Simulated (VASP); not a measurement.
Energy against volume of PbSe (rock salt). Level of theory: r2SCAN meta-GGA, VASP's PBE PAW potentials (set 64) (plane waves; VASP). Settings: 520 eV cut-off, 7×7×7 Γ-centred mesh, Gaussian smearing of 0.050 eV, potentials Pb_d Se.

| V (Å³/atom) | E (eV/atom) |
|---|---|
| 27.693 | -35.95039 |
| 28.576 | -35.96523 |
| 29.460 | -35.97003 |
| 30.344 | -35.96629 |

Q: Fit these four points and predict the energy of the run at 31.228 Å³/atom.

A: A cubic in V^(−2/3), the third-order Birch-Murnaghan form, passes through the four points with V0 = 29.49 Å³/atom and B0 = 51 GPa, and gives -35.9553 eV/atom there. The run gave -35.9552 eV/atom, +0.1 meV/atom from the fit; all five points give B0 = 51 GPa.

The compound is PbSe in the rock salt structure. It was relaxed first.
